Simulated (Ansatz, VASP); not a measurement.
# Cross-check of Ga7As7H16 (GaAs wire along [100], 14 atoms a period, H-terminated) between VASP and Ansatz, part 2 of 3

Aim: how closely do two programs agree when they are given the same cell, functional and k mesh? Of the first pair: The structure shown is the start of the Ansatz relaxation below; VASP solves that cell, so the two are compared at the walk's first step.

VASP 6.6.1 and Ansatz 0.2.0.

So far: Starting point; Ansatz: relaxation, PBE.

### Step 3. VASP: single point, PBE, start cell, pair 1

Level of this step: PBE; plane waves and PAW (Ga_d, H, As) (VASP).

The same cell, functional, mesh and smearing now go to VASP, with its own data sets.

Lines of VASP's logs that name or quote its potential files are left out, and so is its time.

File INCAR:

```
SYSTEM = Ga7As7H16
PREC = Accurate
ENCUT = 400
EDIFF = 1E-06
NELM = 120
ISMEAR = -1
SIGMA = 0.05
LREAL = .FALSE.
ALGO = Normal
GGA = PE
NBANDS = 92
LORBIT = 11
LWAVE = .FALSE.
LCHARG = .FALSE.
ISIF = 2
LASPH = .TRUE.
GGA_COMPAT = .FALSE.
EFERMI = MIDGAP
KPAR = 4
```

File POSCAR:

```
Ga7As7H16
1.0
   15.7950000000      0.0000000000      0.0000000000
    0.0000000000     15.7950000000      0.0000000000
    0.0000000000      0.0000000000      5.9695286826
Ga H As
7 16 7
Direct
    0.2628888256      0.6521188351      0.9366990758
    0.4502962963      0.4571106679      0.0033128244
    0.6377429566      0.6422163343      0.0373784953
    0.2646663501      0.4435856917      0.5255394800
    0.4614771763      0.2619568851      0.4793004862
    0.4471705603      0.6245577714      0.5020974283
    0.6341126306      0.4500782526      0.4923216147
    0.3181515036      0.3170477999      0.1113370980
    0.4157918962      0.7848232352      0.1655789012
    0.1906583096      0.6101349794      0.0774097964
    0.6955874011      0.7062137385      0.1689327673
    0.2055343463      0.5002666667      0.3766247085
    0.5326675530      0.2265140234      0.3198264221
    0.7024391263      0.4005513137      0.3518649648
    0.3077928458      0.7697918329      0.4182032004
    0.6058034821      0.7640838240      0.5860744099
    0.7838752770      0.5958967395      0.6520136190
    0.2338077873      0.3762167142      0.7031184911
    0.4032132953      0.2068157645      0.6353464740
    0.2515365622      0.7284319088      0.7683514468
    0.5032032289      0.7900923077      0.8488186035
    0.5968329218      0.3212752137      0.8897158021
    0.7704109528      0.4913445394      0.9164321491
    0.3714559671      0.3688838240      0.2772088197
    0.3576029756      0.7150988921      0.2523847493
    0.5455729028      0.5456272871      0.2530573317
    0.3570984489      0.5438580563      0.7577276600
    0.5359987338      0.3692659702      0.7345134320
    0.5468025324      0.7142005698      0.7411060798
    0.7135908199      0.5459202279      0.7677028194
```

File KPOINTS:

```
Automatic mesh
0
Gamma
1 1 11
0 0 0
```

PAW data sets: Ga_d, H and As (PBE family, release 64).

Run with:

```bash
$ mpirun -np 4 vasp_std
```

Numbers of over 12 decimals in the logs are rounded to 6 here.

What it wrote:

```text
[banner, memory and clock lines left out]
running    4 mpi-ranks, on    1 nodes
 distrk:  each k-point on    1 cores,    4 groups
 distr:  one band on    1 cores,    1 groups

 POSCAR found type information on POSCAR GaH As
 POSCAR found :  3 types and      30 ions
|                                                                             |
|               ----> ADVICE to this user running VASP <----                  |
|                                                                             |
|     You have a (more or less) 'large supercell' and for larger cells it     |
|     might be more efficient to use real-space projection operators.         |
|     Therefore, try LREAL= Auto in the INCAR file.                           |
|     Mind: For very accurate calculation, you might also keep the            |
|     reciprocal projection scheme (i.e. LREAL=.FALSE.).                      |
|                                                                             |

 LDA part: xc-table for (Slater+PW92), standard interpolation
 POSCAR, INCAR and KPOINTS ok, starting setup
 FFT: planning ... GRIDC
 FFT: planning ... GRID_SOFT
 FFT: planning ... GRID
 WAVECAR not read
 entering main loop
       N       E                     dE             d eps       ncg     rms          rms(c)
DAV:   1     0.860351814633E+03    0.86035E+03   -0.50116E+04  1344   0.108E+03
DAV:   2     0.354873477839E+01   -0.85680E+03   -0.82641E+03  1504   0.272E+02
DAV:   3    -0.104667682471E+03   -0.10822E+03   -0.10746E+03  1368   0.104E+02
DAV:   4    -0.111384214498E+03   -0.67165E+01   -0.67008E+01  1520   0.288E+01
DAV:   5    -0.111524960332E+03   -0.14075E+00   -0.14069E+00  1584   0.409E+00    0.136E+01
DAV:   6    -0.107824392416E+03    0.37006E+01   -0.25336E+00  1560   0.147E+01    0.754E+00
DAV:   7    -0.106493188424E+03    0.13312E+01   -0.59349E+00  1320   0.878E+00    0.152E+00
DAV:   8    -0.106480849211E+03    0.12339E-01   -0.12368E+00  1440   0.639E+00    0.102E+00
DAV:   9    -0.106457954298E+03    0.22895E-01   -0.13720E-01  1440   0.244E+00    0.360E-01
DAV:  10    -0.106455680263E+03    0.22740E-02   -0.32649E-02  1480   0.787E-01    0.223E-01
DAV:  11    -0.106457249118E+03   -0.15689E-02   -0.37822E-03  1432   0.771E-01    0.821E-02
DAV:  12    -0.106458138438E+03   -0.88932E-03   -0.26625E-03  1296   0.294E-01    0.705E-02
DAV:  13    -0.106460640281E+03   -0.25018E-02   -0.14626E-03  1376   0.183E-01    0.367E-02
DAV:  14    -0.106461756419E+03   -0.11161E-02   -0.50623E-04  1288   0.102E-01    0.200E-02
DAV:  15    -0.106462582629E+03   -0.82621E-03   -0.11609E-04  1400   0.639E-02    0.121E-02
DAV:  16    -0.106463084971E+03   -0.50234E-03   -0.59743E-05  1288   0.448E-02    0.628E-03
DAV:  17    -0.106463347254E+03   -0.26228E-03   -0.27893E-05  1504   0.194E-02    0.404E-03
DAV:  18    -0.106463536390E+03   -0.18914E-03   -0.93863E-06  1112   0.932E-03    0.244E-03
DAV:  19    -0.106463655749E+03   -0.11936E-03   -0.43083E-06  1080   0.653E-03    0.140E-03
DAV:  20    -0.106463742105E+03   -0.86356E-04   -0.48137E-06  1080   0.563E-03    0.977E-04
DAV:  21    -0.106463767563E+03   -0.25459E-04   -0.13844E-06  1104   0.414E-03    0.499E-04
DAV:  22    -0.106463773933E+03   -0.63693E-05   -0.50950E-07   896   0.208E-03    0.343E-04
DAV:  23    -0.106463774850E+03   -0.91732E-06   -0.11469E-07   976   0.156E-03
   1 F= -.10646377E+03 E0= -.10646377E+03  d E =-.421686E-12
```

From OUTCAR (step 3):

```text
ion  position               nearest neighbor table
   1  0.263  0.652  0.937-  10 1.56  20 1.58  27 2.51  25 2.60
   2  0.450  0.457  0.003-  24 2.48  27 2.49  28 2.52  26 2.54
   3  0.638  0.642  0.037-  11 1.57  26 2.47  30 2.52  29 2.55
   4  0.265  0.444  0.526-  12 1.57  18 1.58  24 2.54  27 2.56
   5  0.461  0.262  0.479-  19 1.57  13 1.58  24 2.52  28 2.57
   6  0.447  0.625  0.502-  27 2.44  26 2.49  25 2.50  29 2.55
   7  0.634  0.450  0.492-  14 1.57  28 2.47  26 2.50  30 2.56
   8  0.318  0.317  0.111-  24 1.54
   9  0.416  0.785  0.166-  25 1.53
  10  0.191  0.610  0.077-   1 1.56
  11  0.696  0.706  0.169-   3 1.57
  12  0.206  0.500  0.377-   4 1.57
  13  0.533  0.227  0.320-   5 1.58
  14  0.702  0.401  0.352-   7 1.57
  15  0.308  0.770  0.418-  25 1.53
  16  0.606  0.764  0.586-  29 1.53
  17  0.784  0.596  0.652-  30 1.53
  18  0.234  0.376  0.703-   4 1.58
  19  0.403  0.207  0.635-   5 1.57
  20  0.252  0.728  0.768-   1 1.58
  21  0.503  0.790  0.849-  29 1.52
  22  0.597  0.321  0.890-  28 1.54
  23  0.770  0.491  0.916-  30 1.53
  24  0.371  0.369  0.277-   8 1.54   2 2.48   5 2.52   4 2.54
  25  0.358  0.715  0.252-   9 1.53  15 1.53   6 2.50   1 2.60
  26  0.546  0.546  0.253-   3 2.47   6 2.49   7 2.50   2 2.54
  27  0.357  0.544  0.758-   6 2.44   2 2.49   1 2.51   4 2.56
  28  0.536  0.369  0.735-  22 1.54   7 2.47   2 2.52   5 2.57
  29  0.547  0.714  0.741-  21 1.52  16 1.53   3 2.55   6 2.55
  30  0.714  0.546  0.768-  17 1.53  23 1.53   3 2.52   7 2.56

  LATTYP: Found a simple tetragonal cell.
 ALAT       =    15.7950000000
 C/A-ratio  =     0.3779378716

 Subroutine GETGRP returns: Found  1 space group operations
 (whereof  1 operations were pure point group operations)

The static configuration has the point symmetry C_1 .

 Found      6 irreducible k-points:

   k-points           NKPTS =      6   k-points in BZ     NKDIM =      6   number of bands    NBANDS=     92

   dimension x,y,z NGX =   108 NGY =  108 NGZ =   40
   dimension x,y,z NGXF=   216 NGYF=  216 NGZF=   80

   ENCUT  =  400.0 eV  29.40 Ry    5.42 a.u.  25.76 25.76  9.73*2*pi/ulx,y,z

   NELECT =     142.0000    total number of electrons

 k-points in reciprocal lattice and weights: Automatic mesh
   0.00000000  0.00000000  0.00000000       0.091
   0.00000000  0.00000000  0.09090909       0.182
   0.00000000  0.00000000  0.18181818       0.182
   0.00000000  0.00000000  0.27272727       0.182
   0.00000000  0.00000000  0.36363636       0.182
   0.00000000  0.00000000  0.45454545       0.182

 average (electrostatic) potential at core
       1 -72.3939       2 -72.8785       3 -73.2178       4 -72.0070       5 -72.0948
       6 -73.1866       7 -72.9321       8 -39.7354       9 -40.5512      10 -38.2627
      11 -39.0077      12 -37.9159      13 -37.9900      14 -38.6781      15 -40.4034
      16 -40.7678      17 -40.6952      18 -37.8781      19 -37.9915      20 -38.2979
      21 -40.8574      22 -40.0184      23 -40.6841      24 -56.6435      25 -57.5000
      26 -57.0647      27 -56.6700      28 -56.9401      29 -57.8418      30 -57.7400

 E-fermi :  -2.2289

 k-point     1 :       0.0000    0.0000    0.0000
  band No.  band energies     occupation
    ...
     67      -4.3531      2.00000
     68      -4.1059      2.00000
     69      -3.9134      2.00000
     70      -3.8197      2.00000
     71      -3.7077      2.00000
     72      -0.6451      0.00000
     73      -0.5543      0.00000
     74      -0.2837      0.00000
     75      -0.2489      0.00000
     76      -0.1112      0.00000
    ...

 k-point     2 :       0.0000    0.0000    0.0909
  band No.  band energies     occupation
    ...
     67      -4.3553      2.00000
     68      -4.1182      2.00000
     69      -3.9221      2.00000
     70      -3.8265      2.00000
     71      -3.7231      2.00000
     72      -0.6548      0.00000
     73      -0.5271      0.00000
     74      -0.3124      0.00000
     75      -0.2218      0.00000
     76      -0.1224      0.00000
    ...

 k-point     3 :       0.0000    0.0000    0.1818
  band No.  band energies     occupation
    ...
     67      -4.3573      2.00000
     68      -4.1477      2.00000
     69      -3.9542      2.00000
     70      -3.8450      2.00000
     71      -3.7631      2.00000
     72      -0.6793      0.00000
     73      -0.5252      0.00000
     74      -0.3741      0.00000
     75      -0.1732      0.00000
     76      -0.1035      0.00000
    ...

  Total       -2.8388122     -2.8342717     -5.5284612     -0.0121131      0.3336326      0.2603454
  in kB       -3.0539923     -3.0491077     -5.9475150     -0.0130313      0.3589217      0.2800794
  external PRESSURE =      -4.0168717 kB  Pullay stress =       0.0000000 kB

  energy-cutoff  :      400.00
  volume of cell :     1489.29
      direct lattice vectors                 reciprocal lattice vectors
    15.795000000  0.000000000  0.000000000     0.063311174  0.000000000  0.000000000
     0.000000000 15.795000000  0.000000000     0.000000000  0.063311174  0.000000000
     0.000000000  0.000000000  5.969528683     0.000000000  0.000000000  0.167517413

 POSITION                                       TOTAL-FORCE (eV/Angst)
 -----------------------------------------------------------------------------------
      4.15233     10.30022      5.59165        -0.061427      0.083768     -0.038815
      7.11243      7.22006      0.01978        -0.012141     -0.030699      0.007173
     10.07315     10.14381      0.22313         0.038579      0.048343     -0.046292
      4.18040      7.00644      3.13722        -0.073122     -0.041667      0.041350
      7.28903      4.13761      2.86120         0.018516     -0.087020     -0.004086
      7.06306      9.86489      2.99728        -0.009902      0.014440      0.005641
     10.01581      7.10899      2.93893         0.052380     -0.040928      0.001966
      5.02520      5.00777      0.66463         0.044578      0.037564      0.114729
      6.56743     12.39628      0.98843         0.030822      0.031770      0.029068
      3.01145      9.63708      0.46210         0.097595      0.049998     -0.081164
     10.98680     11.15465      1.00845        -0.055721     -0.057774     -0.076261
      3.24641      7.90171      2.24827         0.066991     -0.059465      0.096859
      8.41348      3.57779      1.90921        -0.090437      0.050834      0.118514
     11.09503      6.32671      2.10047        -0.067908      0.051490      0.084521
      4.86159     12.15886      2.49648         0.043185     -0.037615     -0.110797
      9.56867     12.06870      3.49859        -0.025257     -0.020621      0.097625
     12.38131      9.41219      3.89221         0.003603      0.007288      0.046641
      3.69299      5.94234      4.19729         0.051414      0.106743     -0.155238
      6.36875      3.26666      3.79272         0.084134      0.078948     -0.112041
      3.97302     11.50558      4.58670         0.023765     -0.107290      0.136988
      7.94810     12.47951      5.06705        -0.017817      0.019889     -0.036820
      9.42698      5.07454      5.31118        -0.025581      0.028682     -0.098233
     12.16864      7.76079      5.47067        -0.027359      0.022112     -0.091732
      5.86715      5.82652      1.65481        -0.008088      0.029456     -0.063781
      5.64834     11.29499      1.50662        -0.099055     -0.082576      0.070580
      8.61732      8.61818      1.51063        -0.021076     -0.013396      0.012879
      5.64037      8.59024      4.52328         0.048065     -0.018605     -0.026093
      8.46610      5.83256      4.38470        -0.008727      0.036907      0.021589
      8.63675     11.28080      4.42405         0.075540     -0.078269     -0.007301
     11.27117      8.62281      4.58282        -0.075547     -0.022306      0.062531
 -----------------------------------------------------------------------------------
    total drift:                                0.000591      0.001931      0.006081

  FREE ENERGIE OF THE ION-ELECTRON SYSTEM (eV)
  ---------------------------------------------------
  free  energy   TOTEN  =      -106.4637748499 eV

  energy  without entropy=     -106.4637748499  energy(sigma->0) =     -106.46377485

 total charge
# of ion       s       p       d       tot
------------------------------------------
    1        0.887   0.856   9.987  11.729
    2        0.877   0.739   9.982  11.598
    3        0.874   0.817   9.985  11.676
    4        0.880   0.863   9.987  11.730
    5        0.879   0.868   9.987  11.735
    6        0.884   0.753   9.983  11.620
    7        0.878   0.809   9.985  11.672
    8        0.525   0.016   0.000   0.541
    9        0.538   0.016   0.000   0.554
   10        0.531   0.009   0.000   0.540
   11        0.529   0.009   0.000   0.538
   12        0.533   0.009   0.000   0.542
   13        0.533   0.009   0.000   0.541
   14        0.529   0.009   0.000   0.538
   15        0.527   0.017   0.000   0.544
   16        0.531   0.016   0.000   0.547
   17        0.533   0.016   0.000   0.549
   18        0.531   0.009   0.000   0.539
   19        0.531   0.009   0.000   0.540
   20        0.534   0.009   0.000   0.542
   21        0.534   0.017   0.000   0.550
   22        0.527   0.016   0.000   0.543
   23        0.530   0.016   0.000   0.546
   24        1.198   1.598   0.039   2.835
   25        1.201   1.611   0.054   2.867
   26        1.205   1.570   0.026   2.801
   27        1.206   1.569   0.026   2.800
   28        1.201   1.590   0.039   2.831
   29        1.198   1.615   0.055   2.868
   30        1.195   1.620   0.055   2.870
--------------------------------------------------
tot         23.058  17.082  70.189 110.329

[... 3 further parts left out ...]
```

### Step 4. Differences

Known differences besides the potentials themselves: the data sets hold 212 valence electrons in Ansatz (on its default PAW (the set named soft_2) files) and 142 in VASP; the cutoff is 420 eV in Ansatz and 400 eV in VASP. Total energies have different zeros and are not compared.

Forces on 10 of the 30 atoms, those with the largest forces and the largest differences (eV/Å; atoms numbered as in POSCAR):

```tsv
atom	Ansatz x, y, z	VASP x, y, z
H8	0.090, 0.081, 0.167	0.045, 0.038, 0.115
H15	0.086, -0.086, -0.165	0.043, -0.038, -0.111
H16	-0.077, -0.065, 0.149	-0.025, -0.021, 0.098
H18	0.047, 0.099, -0.148	0.051, 0.107, -0.155
H20	0.022, -0.099, 0.130	0.024, -0.107, 0.137
H22	-0.077, 0.069, -0.147	-0.026, 0.029, -0.098
H23	-0.078, 0.070, -0.141	-0.027, 0.022, -0.092
As25	-0.085, 0.021, 0.098	-0.099, -0.083, 0.071
As29	0.088, 0.026, -0.018	0.076, -0.078, -0.007
As30	0.029, -0.024, 0.076	-0.076, -0.022, 0.063
```

The forces differ by 35 meV/Å r.m.s., which is 55.9 % of the r.m.s. force of 0.062 eV/Å (both taken over all components).

### Step 5. Ansatz: relaxation, PBE

This run makes the geometry at which the two programs are then compared.

The structure compared here is the end of the Ansatz relaxation.

File input.yaml:

```yaml
crystal:
  lattice:
    - [15.795, 0.0, 0.0]
    - [0.0, 15.795, 0.0]
    - [0.0, 0.0, 5.9695286826]
  atoms:
    - { symbol: Ga, position: [0.262888839, 0.65211881, 0.936699116] }
    - { symbol: Ga, position: [0.450296267, 0.457110694, 0.003312793] }
    - { symbol: Ga, position: [0.637742941, 0.642216342, 0.037378577] }
    - { symbol: H, position: [0.31815149, 0.317047772, 0.111337129] }
    - { symbol: H, position: [0.415791883, 0.784823222, 0.165578841] }
    - { symbol: H, position: [0.190658298, 0.61013498, 0.077409806] }
    - { symbol: H, position: [0.695587381, 0.706213756, 0.16893284] }
    - { symbol: As, position: [0.371455977, 0.368883824, 0.277208885] }
    - { symbol: As, position: [0.357603005, 0.715098887, 0.252384807] }
    - { symbol: As, position: [0.545572908, 0.5456273, 0.253057264] }
    - { symbol: H, position: [0.205534338, 0.500266651, 0.376624792] }
    - { symbol: H, position: [0.53266755, 0.226514041, 0.319826469] }
    - { symbol: H, position: [0.702439143, 0.400551312, 0.351865026] }
    - { symbol: H, position: [0.307792827, 0.76979183, 0.418203232] }
    - { symbol: Ga, position: [0.26466633, 0.443585709, 0.52553943] }
    - { symbol: Ga, position: [0.461477181, 0.261956883, 0.479300499] }
    - { symbol: Ga, position: [0.447170564, 0.624557752, 0.5020974] }
    - { symbol: Ga, position: [0.634112599, 0.450078283, 0.492321622] }
    - { symbol: H, position: [0.605803486, 0.764083817, 0.586074452] }
    - { symbol: H, position: [0.783875263, 0.595896767, 0.652013695] }
    - { symbol: H, position: [0.2338078, 0.376216701, 0.70311855] }
    - { symbol: H, position: [0.403213319, 0.206815752, 0.635346526] }
    - { symbol: As, position: [0.35709847, 0.543858035, 0.757727702] }
    - { symbol: As, position: [0.535998703, 0.369265953, 0.734513442] }
    - { symbol: As, position: [0.546802514, 0.714200596, 0.74110605] }
    - { symbol: As, position: [0.713590842, 0.545920216, 0.767702893] }
    - { symbol: H, position: [0.251536569, 0.728431906, 0.768351495] }
    - { symbol: H, position: [0.503203253, 0.790092305, 0.848818676] }
    - { symbol: H, position: [0.596832916, 0.321275238, 0.889715861] }
    - { symbol: H, position: [0.770410929, 0.491344515, 0.916432131] }
kpoints:
  mp_grid: { grid: [1, 1, 11] }
  band_path: { path: ["Γ", Z], npoints: 90 }
scf:
  occupations: { method: fermi_dirac, width: 0.05 }
hamiltonian:
  xc: pbe
relax:
  max_steps: 40
  f_tol: 0.02
output:
  stress: true
```

Run with:

```bash
$ ansatz run input.yaml --threads 4 --pin off --max-ram 16384MiB --backend cpu --events-out ev --progress --plain --runs-dir out
```

What it wrote:

```text
[...]
Crystal: 30 atoms, lattice volume = 1489.290 Å³
Basis set: ecut = 420 eV, 29027 PW (Γ), exchange–correlation on 216×216×80 points (8 copies of the dense FFT grid, shifted against one another)
Bands: 136, of which v1, the nominal top of the filled ones, is band 106 counted from 1 (105 counted from 0)
Symmetry: 1 space group operations
[...]
k-points: 6 of 11 (time reversal used)
[...]
- { symbol: Ga, position: [0.447683, 0.622765, 0.503534] }
    - { symbol: Ga, position: [0.633490, 0.450601, 0.494715] }
[...]
- { symbol: As, position: [0.358711, 0.542653, 0.759117] }
    - { symbol: As, position: [0.535479, 0.369965, 0.734339] }
    - { symbol: As, position: [0.545630, 0.712405, 0.744015] }
    - { symbol: As, position: [0.710832, 0.546439, 0.770130] }
    - { symbol: H, position: [0.259261, 0.730895, 0.771730] }
    - { symbol: H, position: [0.499239, 0.787311, 0.846204] }
    - { symbol: H, position: [0.597507, 0.320619, 0.880049] }
    - { symbol: H, position: [0.767396, 0.490230, 0.912291] }
[key lines of the parts left out:]
P = ⅓ Tr σ = -0.0415 GPa (-0.415 kbar)
```

[end of part 2 of 3]

[Lines on the potential files, build, host, timing and source positions are cut from VASP's logs without a mark.]

[Logs are printed without paths, hosts, clocks, repeated set-up lines and the standing remarks that a program may print on its own settings, such as how far it seeks lower states.]

[Hosts, paths, dates, database ids (printed as entryN), source tags and the programs' standing remarks are cut or masked in the printed files.]
